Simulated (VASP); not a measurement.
An input for Ansatz (written as the equivalent of a VASP run, and not itself run):

Ansatz 0.2 input:
```yaml
crystal:
  lattice:
    - [0.0000000, 2.1976506, 2.1976506]
    - [2.1976506, 0.0000000, 2.1976506]
    - [2.1976506, 2.1976506, 0.0000000]
  atoms:
    - { symbol: Nb, position: [0.0000000, 0.0000000, 0.0000000] }
    - { symbol: N, position: [0.5000000, 0.5000000, 0.5000000] }
kpoints:
  mp_grid: { grid: [14, 14, 14] }
hamiltonian:
  xc: pbe
  pseudopotentials: { kind: paw }
scf:
  occupations: { method: methfessel_paxton, width: 0.1 }
  max_iter: 100
relax:
  max_steps: 40
  f_tol: 0.02
  cell: { p_target: 5 }
output: { forces: true, stress: true, eigenvalues: true }
```

Question: Write the VASP files for the same calculation (PBE).

Answer: Several could match; the one computed here: 
File POSCAR:
```
NbN
1
    0.0000000000     2.1976506144     2.1976506144
    2.1976506144    -0.0000000000     2.1976506144
    2.1976506144     2.1976506144    -0.0000000000
Nb N
1 1
Direct
  0.0000000000   0.0000000000   0.0000000000
  0.5000000000   0.5000000000   0.5000000000
```

### INCAR
```
# general
SYSTEM =NbN
PREC   =Accurate
ENCUT  =620
LREAL  =.FALSE.   # projection in real space or not
LASPH  =.TRUE.   # aspherical one-centre terms

# electronic loop
EDIFF  =1E-6   # SCF stop (eV)
NELM   =100   # most electronic steps
ALGO   =Normal
LMAXMIX=4

# smearing
ISMEAR =1
SIGMA  =0.1   # width (eV)

# functional
GGA    =PE

# ions
IBRION =2   # conjugate gradients
NSW    =40
ISIF   =3
EDIFFG =-0.02   # ionic stop
PSTRESS=50   # kbar

# output
LWAVE  =.FALSE.
LCHARG =.FALSE.
```

### KPOINTS
```
Automatic mesh
0
Gamma
14 14 14
0 0 0
```

POTCAR, in this order: Nb_sv N (PBE.64 set). Program: vasp_std.

The two are equivalent in intent, not identical: each code has its own PAW files, so the cut-off isn't converted (ENCUT is set for VASP's; basis.ecutwfc is left out, and Ansatz then takes the one that its files recommend); Ansatz stops its SCF on the density residual and VASP on the energy change (EDIFF).

The compound is NbN in the rock salt structure, the cubic δ form, which competes with hexagonal ones. It was relaxed first under an external pressure of 5 GPa.
